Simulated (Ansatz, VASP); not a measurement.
One calculation of Ti2NbB3, two programs

```
Ti Nb B
1.0
     3.43035    0.00000    0.00000
     0.00000    3.43035    0.00000
     0.00000    0.00000    7.56581
Ti Nb B
2 1 3
Cartesian
  0.0000 0.0000 3.7829
  0.0000 0.0000 0.0000
  1.7152 1.7152 0.0000
  1.7152 1.7152 5.3470
  1.7152 1.7152 2.2188
  1.7152 1.7152 3.7829
```

Alike in both runs: functional PBE; k mesh 6 × 6 × 4; occupations gaussian, width 0.1 eV; no spin polarisation.

Ansatz relaxed the structure, and its values are those at the end. VASP's run is a single point on that final structure, the one shown.

```csv
,VASP,Ansatz
version,VASP 6.6.1,Ansatz 0.2.0
potentials or method,"VASP PAW PBE potentials, release 64 (Ti_sv, Nb_sv, B)","scalar-relativistic, plane waves, PAW"
plane-wave cutoff (eV),520,420
valence electrons in the cell,46,46
```

```csv
,VASP,Ansatz,Ansatz less VASP
gap on the k mesh at the Fermi level (eV),none,none,-
pressure (GPa),0.1,0.1,-0.01
rms of the force components (eV/Å),0.005,0.001,-0.0049
```

A gap of «none» marks a metal or a gap that the smearing closes.
